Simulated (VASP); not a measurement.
Here is the system:

```
BeTe
1.0
    0.00000     2.68865     2.68865
    2.68865     0.00000     2.68865
    2.68865     2.68865     0.00000
Be Te
1 1
Direct
  0.00000   0.00000   0.00000
  0.25000   0.25000   0.25000
```

The numbers are results of PBEsol GGA, VASP's PBE PAW potentials (set 64) (plane waves; VASP 6.6.1), not measurements. Run with 500 eV cut-off, 9×9×9 Γ-centred mesh, Gaussian smearing of 0.050 eV, potentials Be Te.

Task: Predict the energy per atom (σ→0), pressure.

Result: 
The energy per atom (σ→0) comes out as -4.034 eV/atom and the pressure is 9.99 GPa.

The absolute energy has meaning only against runs of the same code, potentials and settings.

The compound is BeTe in the zinc blende structure. It was relaxed first under an external pressure of 10 GPa.
